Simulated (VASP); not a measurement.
Runs of VASP 6.6.1 on MoS2. The structure is hexagonal, space group P6_3/mmc (No. 194). The conventional cell has a = 3.161 Å, b = 3.161 Å, c = 11.680 Å, α = 90.00°, β = 90.00°, γ = 120.00°. Around Mo (site symmetry -6m2) lie 6 S at 2.40 Å. S (site symmetry 3m) is surrounded by 3 Mo at 2.40 Å. The cell was built by a generator and needn't be a form met in nature.

```tsv
level	gap on the mesh (eV)	pressure (GPa)	largest force (eV/Å)
optB88-vdW	0.68	5.0	(c)
PBE+D3(BJ)	0.69	-0.6	(b)
PBE	0.69	3.9	0.22
rev-vdW-DF2	0.66	2.2	0.09
PBE+TS	0.69	(a)	0.19
```

Alike in all rows: task single point; potentials or basis VASP PAW PBE potentials, release 64 (Mo_sv, S); no spin polarisation; cell as given; k mesh 8 × 8 × 2; cutoff (eV) 520; smearing fermi-dirac 0.05 eV.

**Question.** Fill in the values left out.

**Answer.** (a) -0.1; (b) 0.21; (c) 0.02.

Caveats: the PAW data sets were made with another functional, which shifts forces and pressure a little (some runs).

A k mesh can miss the band edges, and the runs leave out spin-orbit coupling on Mo.
